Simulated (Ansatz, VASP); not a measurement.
**CoO (zincblende prototype) in two plane-wave programs**

Aim: how closely do two programs agree when they are given the same cell, functional and k mesh? The cell is invented: As first built, before any earlier steps moved the atoms or strained the cell (in the runner's words): zincblende prototype, lattice guessed from radii. It may not be a known or stable phase. The cell is taken from a series of runs on this material, whose earlier steps may have relaxed, scaled, displaced or heated it; both programs get it as it stands.

Program: Ansatz 0.2.0. Level of theory: plane waves, with VASP 6.6.1 beside it; LDA, DFT+U. Results are calculated unless marked as measured.

**1. Starting point**

The structure is cubic, space group F-43m (No. 216). Conventional cell: a = 4.570 Å, b = 4.570 Å, c = 4.570 Å, α = 90.00°, β = 90.00°, γ = 90.00°. Nearest to Co lie 4 O at 1.98 Å. Nearest to O lie 4 Co at 1.98 Å. As first built, before any earlier steps moved the atoms or strained the cell (in the runner's words): zincblende prototype, lattice guessed from radii. Farther neighbours and most contacts between anions are not listed.

Coordinates:

```cif
data_structure
_symmetry_space_group_name_H-M 'P 1'
_symmetry_Int_Tables_number 1
_cell_length_a 3.2317
_cell_length_b 3.2317
_cell_length_c 4.5703
_cell_angle_alpha 90.000
_cell_angle_beta 90.000
_cell_angle_gamma 90.000
_cell_volume 47.73
loop_
_atom_site_label
_atom_site_type_symbol
_atom_site_fract_x
_atom_site_fract_y
_atom_site_fract_z
_atom_site_occupancy
Co1 Co 0.50000 0.50000 0.50000 1
Co2 Co 0.00000 0.00000 0.00000 1
O3 O 0.00000 0.50000 0.75000 1
O4 O 0.50000 0.00000 0.25000 1
```

**2. Ansatz: single point, LDA, DFT+U, pair 1**

Ansatz runs on its default PAW (the set named soft_2) files.

With cell and atoms fixed, the geometry can't cause a difference; cores, projectors, grids and the points listed under the comparison can.

Input file input.yaml:

```yaml
crystal:
  lattice:
    - [0.0, -2.285144763, -2.285144763]
    - [0.0, 2.285144763, -2.285144763]
    - [4.570289526, 0.0, 0.0]
  atoms:
    - { symbol: Co, position: [0.5, 0.5, 0.5], spin: 3.0 }
    - { symbol: Co, position: [0.0, 0.0, 0.0], spin: 3.0 }
    - { symbol: O, position: [0.0, 0.5, 0.75] }
    - { symbol: O, position: [0.5, 0.0, 0.25] }
magnetization:
  spin_polarized: true
kpoints:
  mp_grid: { grid: [9, 9, 6] }
hamiltonian:
  xc: lda
  hubbard:
    sites:
      - { species: Co, l: d, u_eff: 6.12 }
      - { site: 0, l: d, u_eff: 6.12, starting_ns: [{ spin: up, occupation_matrix: co1_major }, { spin: down, occupation_matrix: co1_minor }] }
      - { site: 1, l: d, u_eff: 6.12, starting_ns: [{ spin: up, occupation_matrix: co1_major }, { spin: down, occupation_matrix: co1_minor }] }
    projectors: ortho-atomic
    occupation_matrices:
      co1_major:
        matrix:
          - [0.999, 0.0, 0.0, 0.0, 0.0]
          - [0.0, 0.995, 0.0, 0.0, 0.0]
          - [0.0, 0.0, 0.995, 0.0, 0.0]
          - [0.0, 0.0, 0.0, 0.999, 0.0]
          - [0.0, 0.0, 0.0, 0.0, 0.995]
      co1_minor:
        matrix:
          - [0.992, 0.0, 0.0, 0.0, 0.0]
          - [0.0, 0.105, 0.0, 0.0, 0.0]
          - [0.0, 0.0, 0.105, 0.0, 0.0]
          - [0.0, 0.0, 0.0, 0.992, 0.0]
          - [0.0, 0.0, 0.0, 0.0, 0.105]
scf:
  occupations: { method: fermi_dirac, width: 0.05 }
output:
  eigenvalues: true
```

The run is started by

```
ansatz run input.yaml --threads 4 --pin off --max-ram 8192MiB --backend cpu --events-out ev --progress --plain --runs-dir out
```

Numbers of over 12 decimals in the logs are rounded to 6 here.

What it wrote:

```text
Engine: ansatz 0.2.0, aarch64-unknown-linux-gnu
Pseudopotentials: kind: paw
Pseudopotential: Co, paw, valence charge 17, recommended cutoff 420 eV (normal), Co.paw.azcp
Pseudopotential: O, paw, valence charge 6, recommended cutoff 420 eV (normal), O.paw.azcp
Functional definition: SPW92
  exchange = slater_x
  correlation = pw_c
Crystal: 4 atoms, lattice volume = 47.731 Å³
Basis set: ecut = 420 eV, 927 PW (Γ)
Bands: 32, of which v1, the nominal top of the filled ones, is band 23 counted from 1 (22 counted from 0)
Symmetry: 16 space group operations
Space group: F-43m (ITA 216), of the structure as read, at distance tolerance 3.6e-5 Å
Magnetic group: BNS 216.74 (UNI 1576), of the structure as read, at distance tolerance 3.6e-5 Å
k-points: 60 of 486 (time reversal used)
Non-local potential: Co, projectors of the file, l = 0: 3, l = 1: 2, l = 2: 3, l = 3: 1
Non-local potential: O, projectors of the file, l = 0: 2, l = 1: 2, l = 2: 1
PAW form: soft (Blöchl's): semilocal exchange-correlation on the pseudo side does not see the compensation charge
PAW frozen core: Co, regenerated for the run's functional, and the local potential with it (the file was generated under x = pbe(κ = 0.804, μ = 0.219515), c = pbe(β = 0.066725))
PAW frozen core: O, regenerated for the run's functional, and the local potential with it (the file was generated under x = pbe(κ = 0.804, μ = 0.219515), c = pbe(β = 0.066725))
PAW one-centre angular grid: Co, 590 points (default); XC on 64 Gauss nodes
PAW one-centre angular grid: O, 110 points (default); XC on 64 Gauss nodes
Initial density: superposition of atomic densities (chi_scale 0.1, normalization cell, long waves kept (reshape's long-wave potential 0.00 eV rms))
Starting moments: Σ|m| = 6 μB on 2 of 4 sites
Initial wavefunctions: pseudopotential atomic-orbital guess
Functional: x = slater, c = lda
SCF iter   1: F=—  HF=-11231.072860 eV  |F-HF|=—  |Δ(HF+E_count)|=         —  Δρ=1.27e-1 (↑6.66e-2 ↓1.27e-1)  dr2=1.09e1  dr2_m=9.06e-1  M=5.938 μB ∫|m|=5.941 μB  β_m=0.30  ethr=3.10e-3  ⟨swp⟩=5.5  Hψ=14495  notcnv=0  defer=1
preconditioner: auto → Kerker (q_TF=auto, 2.712 Å⁻¹)  [metal: Δε(μ)=0.079 eV  Ē_g=13.534 eV  σ=0.050 eV  W_gap=0.37  n_scr=14 (ndim 8)  ℏωp=29.4 eV  f_vac=0.000  D(μ)=0.85/eV (n_scr^D=2)]
spin=Collinear: Kerker preconditioning applied to the charge; magnetization (m = ρ↑ − ρ↓) channel mixes plain (no charge-response kernel on spin).
SCF iter   2: F=—  HF=-11229.464679 eV  |F-HF|=—  |Δ(HF+E_count)|=    1.61e0  Δρ=6.12e-2 (↑2.80e-2 ↓6.12e-2)  dr2=1.49e0  dr2_m=4.11e-1  M=6.000 μB ∫|m|=6.005 μB  β_m=1.00  ethr=3.10e-3  ⟨swp⟩=3.3  Hψ=8864  notcnv=0  defer=315
preconditioner: auto → none  [insulator: Δε(μ)=1.120 eV  Ē_g=13.427 eV  σ=0.050 eV  W_gap=1.00  n_scr=14 (ndim 8)  ℏωp=29.4 eV  f_vac=0.000  D(μ)=0.00/eV (n_scr^D=0)  ε∞_Penn≈5.8]
SCF iter   3: F=—  HF=-11229.295582 eV  |F-HF|=—  |Δ(HF+E_count)|=   1.69e-1  Δρ=2.33e-2 (↑2.33e-2 ↓2.14e-2)  dr2=3.79e-1  dr2_m=2.91e-3  M=6.000 μB ∫|m|=6.008 μB  β_m=1.00  ethr=3.10e-3  ⟨swp⟩=2.0  Hψ=5553  notcnv=0  defer=356
SCF iter   4: F=—  HF=-11229.286239 eV  |F-HF|=—  |Δ(HF+E_count)|=   9.34e-3  Δρ=1.07e-2 (↑1.07e-2 ↓1.02e-2)  dr2=4.83e-2  dr2_m=1.57e-3  M=6.000 μB ∫|m|=6.008 μB  β_m=1.00  ethr=8.24e-4  ⟨swp⟩=2.3  Hψ=5592  notcnv=0  defer=364
SCF iter   5: F=—  HF=-11229.367055 eV  |F-HF|=—  |Δ(HF+E_count)|=   8.08e-2  Δρ=3.91e-3 (↑2.37e-3 ↓3.91e-3)  dr2=1.16e-2  dr2_m=4.32e-4  M=6.000 μB ∫|m|=6.007 μB  β_m=1.00  ethr=1.05e-4  ⟨swp⟩=2.1  Hψ=7348  notcnv=0  defer=362
SCF iter   6: F=—  HF=-11229.399770 eV  |F-HF|=—  |Δ(HF+E_count)|=   3.27e-2  Δρ=2.05e-3 (↑2.05e-3 ↓1.99e-3)  dr2=5.25e-3  dr2_m=1.03e-5  M=6.000 μB ∫|m|=6.007 μB  β_m=0.30  ethr=2.52e-5  ⟨swp⟩=1.0  Hψ=3560  notcnv=0  defer=360
Mixer restart at iter 6: flushing history
spin-set hold released at iteration 6 (site moments contracting): the magnetisation degrees of freedom join the quasi-Newton model from the next iteration; the mixer history was flushed
SCF iter   7: F=—  HF=-11229.416262 eV  |F-HF|=—  |Δ(HF+E_count)|=   1.65e-2  Δρ=1.14e-3 (↑1.14e-3 ↓7.28e-4)  dr2=9.27e-4  dr2_m=2.43e-5  M=6.000 μB ∫|m|=6.007 μB  β_m=0.60  ethr=1.14e-5  ⟨swp⟩=2.1  Hψ=4890  notcnv=0  defer=360
SCF iter   8: F=—  HF=-11229.436509 eV  |F-HF|=—  |Δ(HF+E_count)|=   2.02e-2  Δρ=3.76e-3 (↑3.00e-3 ↓3.76e-3)  dr2=1.62e-2  dr2_m=1.05e-4  M=6.000 μB ∫|m|=6.006 μB  β_m=0.44  ethr=2.01e-6  ⟨swp⟩=2.4  Hψ=7185  notcnv=0  defer=359
SCF iter   9: F=—  HF=-11229.433090 eV  |F-HF|=—  |Δ(HF+E_count)|=   3.42e-3  Δρ=1.78e-4 (↑1.55e-4 ↓1.78e-4)  dr2=9.27e-6  dr2_m=9.42e-6  M=6.000 μB ∫|m|=6.006 μB  β_m=0.54  ethr=2.01e-6  ⟨swp⟩=2.4  Hψ=7179  notcnv=0  defer=359
SCF iter  10: F=—  HF=-11229.433090 eV  |F-HF|=—  |Δ(HF+E_count)|=   5.89e-7  Δρ=1.08e-4 (↑1.08e-4 ↓7.83e-5)  dr2=2.64e-6  dr2_m=2.70e-6  M=6.000 μB ∫|m|=6.006 μB  β_m=0.75  ethr=2.02e-8  ⟨swp⟩=2.1  Hψ=5587  notcnv=0  defer=359
SCF iter  11: F=—  HF=-11229.433093 eV  |F-HF|=—  |Δ(HF+E_count)|=   3.42e-6  Δρ=6.01e-5 (↑5.30e-5 ↓6.01e-5)  dr2=3.09e-6  dr2_m=1.62e-7  M=6.000 μB ∫|m|=6.006 μB  β_m=0.60  ethr=5.73e-9  ⟨swp⟩=2.0  Hψ=6241  notcnv=0  defer=359
SCF iter  12: F=-11229.433092 eV  HF=-11229.433092 eV  |F-HF|=1.07e-8  |Δ(HF+E_count)|=   1.05e-6  Δρ=1.35e-5 (↑1.13e-5 ↓1.35e-5)  dr2=1.31e-8  dr2_m=6.50e-8  M=6.000 μB ∫|m|=6.006 μB  ethr=2.17e-10  ⟨swp⟩=7.3  Hψ=15468  notcnv=0
SCF 1 converged in 12 iterations: F = -11229.433092 eV  dr2 = 1.31e-8
  greatest PAW one-centre occupation: 1.004 electrons in one spin orbital (limit 2), on the Co atom at site 1 (counted from 0), in its partial waves of l = 1
SCF converged after 12 iterations
Magnetization: 6.0000 μB (26.0000 up, 20.0000 down)
Absolute magnetization: 6.0022 μB (∫|ρ↑−ρ↓|, with the PAW one-centre terms)
Spin contamination: 0.0079 ħ² per cell (⟨S²⟩ above its minimum at these occupations)
Per-site moments (μB) at R_I (Å): [(2.500215, 0.816335), (2.500215, 0.816335), (0.164988, 0.816335), (0.164988, 0.816335)]
Free energy (F): -11229.433092 eV
Harris-Foulkes:  -11229.433092 eV  (|F-HF|=1.07e-8)
Internal energy: -11229.433085 eV  (E = F + TS)
E sigma→0 (E₀):  -11229.433088 eV
Entropy (-TS):   -0.000007 eV (-0.002 meV/atom)
Fermi energy:    9.710817 eV
--- Per-component energies (eV) ---
  E_band       = -815.537805
  E_kinetic    = 1232.298379
  E_local      = -7870.098013  (includes V_loc(G=0)·N_el)
  E_nonlocal   = 1038.284397
  E_hartree    = 3230.878257
  E_xc         = -450.548832
  E_vxc        = -583.057719  (∫ρ·V_xc dr)
  E_hubbard    = 1.942678  (on-site DFT+U / exact-exchange correction)
  E_vhub       = -40.670910  (the Hubbard potential's part of the band-sum identity)
  E_paw        = -3202.979109  (= ΣΔE_a)
  E_vpaw       = -1054.062020  (= ΣTr[D̂ρ^β])
  E_aug_tail   = 0.005390  (compensation charges beyond the density's cutoff)
  E_ewald      = -5210.246575
  E_core_change = 1.030344  (= ΣΔE_core)
  E_smearing   = -0.000007  (= −TS)
  E_closure    = -0.000000  (closes the sum)
  Σ components = -11229.433092   (vs F -11229.433092, Δ=0.00e0)
--- Specified on-site occupations, and those of the state reported ---
  electrons in the specified blocks: 14.5640 specified, 14.5608 found
  site 0 (l=d) ↑: largest change of an orbital's occupation 0.0004; electrons 4.9830 specified, 4.9815 found; spectral distance 0.0007
  site 1 (l=d) ↑: largest change of an orbital's occupation 0.0004; electrons 4.9830 specified, 4.9815 found; spectral distance 0.0007
  site 0 (l=d) ↓: largest change of an orbital's occupation 0.0003; electrons 2.2990 specified, 2.2990 found; spectral distance 0.0006
  site 1 (l=d) ↓: largest change of an orbital's occupation 0.0003; electrons 2.2990 specified, 2.2990 found; spectral distance 0.0006
--- Band table (eV; the first three rows and the last of 120) ---
  k-point 0 ↑: bands = [... 19 lower, 4.7980, 6.5171, 6.7877, 6.7877, 9.3372, 9.3372, 9.3372, 9.9808, ... 5 higher]
  k-point 1 ↑: bands = [... 19 lower, 4.7782, 6.7180, 7.0146, 7.0146, 8.8254, 9.1967, 9.1967, 10.6834, ... 5 higher]
  k-point 2 ↑: bands = [... 19 lower, 4.7242, 7.1836, 7.5646, 7.5646, 8.2404, 8.8012, 8.8012, 11.7672, ... 5 higher]
  k-point 59 ↓: bands = [... 19 lower, 8.0187, 11.1908, 11.1908, 12.8410, 12.8410, 12.8878, 12.8878, 17.8747, ... 5 higher]
Occupation matrices written to <dir>
```

Reading the cycles: dr2 is the Hartree energy of the density residual (eV), the measure of convergence; HF is the Harris–Foulkes estimate of the energy, which meets the free energy F at convergence.

(Part 1 of 3 ends here.)

[Lines on the potential files, build, host, timing and source positions are cut from VASP's logs without a mark.]

[Logs are printed without paths, hosts, clocks, repeated set-up lines and the standing remarks that a program may print on its own settings, such as how far it seeks lower states.]

[Hosts, paths, dates, database ids (printed as entryN), source tags and the programs' standing remarks are cut or masked in the printed files.]
